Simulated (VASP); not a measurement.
All values below come from revTPSS meta-GGA, VASP's PBE PAW potentials (set 64) (plane waves; VASP).

A VASP calculation is set up with these files.

**POSCAR**
```
Lu
1
    1.7668340192    -3.0602463757     0.0000000000
    1.7668340192     3.0602463757     0.0000000000
    0.0000000000     0.0000000000     5.5178403331
Lu
2
Direct
  0.3333330000   0.6666670000   0.2500000000
  0.6666670000   0.3333330000   0.7500000000
```

### INCAR
```
! general
SYSTEM   =  Lu
PREC     =  Accurate
ENCUT    =  520   ! plane-wave cut-off (eV)
LREAL    =  .FALSE.
LASPH    =  .TRUE.   ! aspherical one-centre terms

! electronic loop
EDIFF    =  1E-7   ! SCF stop (eV)
NELM     =  100
ALGO     =  Normal
LMAXMIX  =  6   ! l cut-off of mixed one-centre charges
LMIXTAU  =  .TRUE.

! smearing
ISMEAR   =  1   ! Methfessel-Paxton
SIGMA    =  0.1   ! width (eV)

! functional
METAGGA  =  RTPSS

! ions
IBRION   =  2
NSW      =  30   ! most ionic steps
ISIF     =  4   ! ions and shape, fixed volume
EDIFFG   =  -0.01   ! ionic stop

! output
LWAVE    =  .FALSE.
LCHARG   =  .FALSE.
```

File KPOINTS:
```
Automatic mesh
0
Gamma
12 12 7
0 0 0
```

POTCAR, in this order: Lu_3 (PBE.64 set). Program: vasp_std.

What VASP printed:

**OUTCAR**
```
 ion  position               nearest neighbor table
   1  0.333  0.667  0.250-   2 3.43   2 3.43   2 3.43   2 3.43   2 3.43   2 3.43
   2  0.667  0.333  0.750-   1 3.43   1 3.43   1 3.43   1 3.43   1 3.43   1 3.43
  LATTYP: Found a hexagonal cell.
 ALAT       =     3.5336681128
 C/A-ratio  =     1.5615049736
 Subroutine PRICEL returns:
 Original cell was already a primitive cell.
 Subroutine GETGRP returns: Found 24 space group operations
The static configuration has the point symmetry D_3d.
 The point group associated with its full space group is D_6h.
The dynamic configuration has the point symmetry D_3d.
 Subroutine INISYM returns: Found 24 space group operations
 Subroutine IBZKPT returns following result:
 Found     76 irreducible k-points:

 Following reciprocal coordinates:
            Coordinates               Weight
  0.000000  0.000000  0.000000      1.000000
  0.083333  0.000000  0.000000      6.000000
  0.166667  0.000000  0.000000      6.000000
  0.250000  0.000000  0.000000      6.000000
  0.333333  0.000000  0.000000      6.000000
  0.416667  0.000000  0.000000      6.000000
  0.500000  0.000000  0.000000      3.000000
  0.083333  0.083333  0.000000      6.000000
  0.166667  0.083333  0.000000     12.000000
  0.250000  0.083333  0.000000     12.000000
  0.333333  0.083333  0.000000     12.000000
  0.416667  0.083333  0.000000     12.000000
  0.166667  0.166667  0.000000      6.000000
  0.250000  0.166667  0.000000     12.000000
  0.333333  0.166667  0.000000     12.000000
  0.416667  0.166667  0.000000      6.000000
  0.250000  0.250000  0.000000      6.000000
  0.333333  0.250000  0.000000     12.000000
  0.333333  0.333333  0.000000      2.000000
  0.000000  0.000000  0.142857      2.000000
  0.083333  0.000000  0.142857     12.000000
  0.166667  0.000000  0.142857     12.000000
  0.250000  0.000000  0.142857     12.000000
  0.333333  0.000000  0.142857     12.000000
  0.416667  0.000000  0.142857     12.000000
  0.500000  0.000000  0.142857      6.000000
  0.083333  0.083333  0.142857     12.000000
  0.166667  0.083333  0.142857     24.000000
  0.250000  0.083333  0.142857     24.000000
  0.333333  0.083333  0.142857     24.000000
  0.416667  0.083333  0.142857     24.000000
  0.166667  0.166667  0.142857     12.000000
  0.250000  0.166667  0.142857     24.000000
  0.333333  0.166667  0.142857     24.000000
  0.416667  0.166667  0.142857     12.000000
  0.250000  0.250000  0.142857     12.000000
  0.333333  0.250000  0.142857     24.000000
  0.333333  0.333333  0.142857      4.000000
  0.000000  0.000000  0.285714      2.000000
  0.083333  0.000000  0.285714     12.000000
   k-points           NKPTS =     76   k-points in BZ     NKDIM =     76   number of bands    NBANDS=     13
   number of dos      NEDOS =    301   number of ions     NIONS =      2
   total plane-waves  NPLWV =  32928
   dimension x,y,z NGX =    28 NGY =   28 NGZ =   42
   dimension x,y,z NGXF=    56 NGYF=   56 NGZF=   84
   ions per type =               2
   PREC   = accura    normal or accurate (medium, high low for compatibility)
   ISTART =      0    job   : 0-new  1-cont  2-samecut
   ICHARG =      2    charge: 1-file 2-atom 10-const
   ISPIN  =      1    spin polarized calculation?
   LNONCOLLINEAR =      F non collinear calculations
   LSORBIT =      F    spin-orbit coupling
   INIWAV =      1    electr: 0-lowe 1-rand  2-diag
   ENCUT  =  520.0 eV  38.22 Ry    6.18 a.u.   6.57  6.57 10.26*2*pi/ulx,y,z
   NELM   =    100;   NELMIN=  2; NELMDL= -5     # of ELM steps
   EDIFF  = 0.1E-06   stopping-criterion for ELM
   LREAL  =      F    real-space projection
...
```

OSZICAR:
```
       N       E                     dE             d eps       ncg     rms          rms(c)
DAV:   1     0.194236917693E+03    0.19424E+03   -0.97978E+03  2496   0.197E+03
DAV:   2     0.787202743804E+02   -0.11552E+03   -0.11337E+03  3254   0.960E+02
DAV:   3     0.722718666166E+02   -0.64484E+01   -0.61978E+01  3704   0.165E+02
DAV:   4     0.717361377154E+02   -0.53573E+00   -0.47522E+00  3912   0.207E+01
DAV:   5     0.716741436797E+02   -0.61994E-01   -0.61335E-01  3801   0.588E+00    0.292E+01
DAV:   6     0.636543090553E+02   -0.80198E+01   -0.26580E+01  2116   0.386E+02    0.162E+01
DAV:   7     0.640100653870E+02    0.35576E+00   -0.17736E+00  3856   0.527E+01    0.730E-01
DAV:   8     0.637218797753E+02   -0.28819E+00   -0.67778E-01  2977   0.113E+01    0.425E-01
DAV:   9     0.641330664220E+02    0.41119E+00   -0.13391E+02  1976   0.257E+03    0.480E-01
DAV:  10     0.641623537139E+02    0.29287E-01   -0.14333E-02  3467   0.291E+00    0.331E-01
DAV:  11     0.641563324585E+02   -0.60213E-02   -0.40993E-03  3942   0.116E+00    0.143E-01
DAV:  12     0.636552819010E+02   -0.50105E+00   -0.54387E-01  2176   0.926E+00    0.904E-02
DAV:  13     0.636543069708E+02   -0.97493E-03   -0.25017E-03  3339   0.896E-01    0.531E-02
DAV:  14     0.636554247862E+02    0.11178E-02   -0.16562E-04  3115   0.190E-01    0.907E-02
DAV:  15     0.636544387571E+02   -0.98603E-03   -0.41151E-04  3219   0.290E-01    0.364E-02
DAV:  16     0.636541623600E+02   -0.27640E-03   -0.49756E-05  3259   0.120E-01    0.893E-03
DAV:  17     0.636541586611E+02   -0.36990E-05   -0.10407E-06  3263   0.142E-02    0.866E-03
DAV:  18     0.636541600495E+02    0.13884E-05   -0.19559E-07  2016   0.121E-02    0.627E-03
DAV:  19     0.636541560553E+02   -0.39942E-05   -0.56090E-07  3108   0.128E-02    0.175E-03
DAV:  20     0.636541546524E+02   -0.14029E-05   -0.17206E-07  2629   0.550E-03    0.145E-03
DAV:  21     0.636541552208E+02    0.56843E-06   -0.43825E-08  1563   0.420E-03    0.152E-03
DAV:  22     0.636541545768E+02   -0.64402E-06   -0.17259E-08  1563   0.618E-03    0.723E-04
DAV:  23     0.636541545743E+02   -0.24959E-08   -0.68352E-09  1518   0.237E-03
   1 F= 0.63654155E+02 E0= 0.63653965E+02  d E =0.636542E+02
       N       E                     dE             d eps       ncg     rms          rms(c)
DAV:   1     0.636540336607E+02   -0.12092E-03   -0.43273E-03  3048   0.903E-01    0.526E-02
DAV:   2     0.636540935437E+02    0.59883E-04   -0.12572E-04  3345   0.173E-01    0.281E-02
DAV:   3     0.636541135045E+02    0.19961E-04   -0.35147E-05  3449   0.667E-02    0.163E-02
DAV:   4     0.636541161653E+02    0.26608E-05   -0.57494E-06  3475   0.289E-02    0.379E-03
DAV:   5     0.636541144891E+02   -0.16762E-05   -0.25811E-06  3309   0.196E-02    0.321E-03
DAV:   6     0.636541137652E+02   -0.72385E-06   -0.82962E-08  1474   0.558E-03    0.555E-04
DAV:   7     0.636541138333E+02    0.68098E-07   -0.24839E-08  1363   0.835E-03
   2 F= 0.63654114E+02 E0= 0.63653940E+02  d E =-.407410E-04
```

File OUTCAR:
```
------------------------ aborting loop because EDIFF is reached ----------------------------------------
  FORCE on cell =-STRESS in cart. coord.  units (eV):
  Direction    XX          YY          ZZ          XY          YZ          ZX
  --------------------------------------------------------------------------------------
  Total       -0.9385157     -0.9385157     -0.9585651      0.0000000     -0.0000000      0.0000000
  in kB      -25.2000178    -25.2000192    -25.7383634      0.0000000     -0.0000000      0.0000000
  external PRESSURE =     -25.3794668 kB  Pullay stress =       0.0000000 kB
  volume of cell :       59.67
      direct lattice vectors                 reciprocal lattice vectors
     1.767716392 -3.061774686  0.000000000     0.282850803 -0.163303983  0.000000000
     1.767716392  3.061774686 -0.000000000     0.282850803  0.163303983 -0.000000000
     0.000000000  0.000000000  5.512333150     0.000000000  0.000000000  0.181411387
 POSITION                                       TOTAL-FORCE (eV/Angst)
 -----------------------------------------------------------------------------------
      1.76772      1.02059      1.37808         0.000000     -0.000000      0.000000
      1.76772     -1.02059      4.13425         0.000000      0.000000      0.000000
 -----------------------------------------------------------------------------------
    total drift:                               -0.000002      0.000072     -0.000011
  FREE ENERGIE OF THE ION-ELECTRON SYSTEM (eV)
  ---------------------------------------------------
  free  energy   TOTEN  =        63.6541138333 eV

  energy  without entropy=       63.6535922607  energy(sigma->0) =       63.65393998

 reached required accuracy - stopping structural energy minimisation
```
(Selected blocks of OUTCAR.)

### CONTCAR
```
Lu
   1.00000000000000
     1.7677163916307281   -3.0617746857960353    0.0000000000000000
     1.7677163916307281    3.0617746857960353   -0.0000000000000000
     0.0000000000000000    0.0000000000000000    5.5123331499713464
  Lu
     2
Direct
     0.3333330000000032    0.6666669999999968    0.2500000000000000
     0.6666669999999968    0.3333330000000032    0.7500000000000000
```

The compound is Lu in the hcp structure. This cell is one point of a volume scan, at 1.06 of the reference volume. Symmetry was kept, so distortions that lower it aren't found.
